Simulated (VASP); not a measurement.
Elastic constants (GPa) of a crystal from VASP 6.6.1 with PBEsol GGA, VASP's PBE PAW potentials (set 64):

```
       xx     yy     zz     yz     xz     xy
--  -----  -----  -----  -----  -----  -----
xx  255.0  176.2  176.2    0.0    0.0    0.0
yy  176.2  255.0  176.2    0.0    0.0    0.0
zz  176.2  176.2  255.0    0.0    0.0    0.0
yz    0.0    0.0    0.0  127.7    0.0    0.0
xz    0.0    0.0    0.0    0.0  127.7    0.0
xy    0.0    0.0    0.0    0.0    0.0  127.7
```

Finite-difference elastic constants of metals are sensitive to mesh and smearing; shear constants can be off by tens of GPa.

Question: Work out the Voigt, Reuss and Hill moduli, Young's modulus and Poisson's ratio.

Answer: All eigenvalues are positive (smallest 78.8 GPa), so the crystal is stable. K_V = (C11+C22+C33+2(C12+C13+C23))/9 = (765.0 + 2×528.6)/9 = 202.5 GPa; G_V = (765.0 − 528.6 + 3×383.1)/15 = 92.4 GPa. From the compliances, K_R = 202.5 GPa and G_R = 67.3 GPa. Hill: K = 202.5 GPa, G = 79.9 GPa, E = 9KG/(3K+G) = 211.7 GPa, ν = (3K−2G)/(2(3K+G)) = 0.326. K/G = 2.54, above Pugh's 1.75; universal anisotropy A^U = 1.86.

Question: With a density of 9.35 g/cm³, what are the mean sound speeds?

Answer: v_l = √((K+4G/3)/ρ) = 5.75 km/s and v_t = √(G/ρ) = 2.92 km/s. The crystal is CoGa (CsCl type), cubic.

The compound is CoGa in the CsCl type structure. It was relaxed first. The run is not spin-polarised, so no magnetic state was tried.
